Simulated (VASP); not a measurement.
## H (relaxed from the simple-cubic structure, space group Pm-3m): computed properties

These are PBEsol GGA, VASP's PBE PAW potentials (set 64) (plane waves; VASP) values and carry that method's errors.

```json
{
 "space_group": "Pm-3m (221)",
 "cell": "a = 1.439 Å, b = 1.439 Å, c = 1.439 Å, α = 90.00°, β = 90.00°, γ = 90.00°",
 "volume_per_atom": "2.98 Å^3/atom",
 "band gap (over mesh and band path)": "none (metal, semimetal or under 0.01 eV)",
 "density": "0.56 g/cm³"
}
```

```
CELL_PARAMETERS angstrom
      1.43871     0.00000     0.00000
      0.00000     1.43871     0.00000
      0.00000     0.00000     1.43871
ATOMIC_POSITIONS crystal
  H  0.00000 0.00000 0.00000
```

The structure was generated: H was put into the simple-cubic type (Pm-3m), which need not be its known phase. It was relaxed first, which changed the volume by -11 %. Symmetry was kept, so distortions that lower it aren't found.
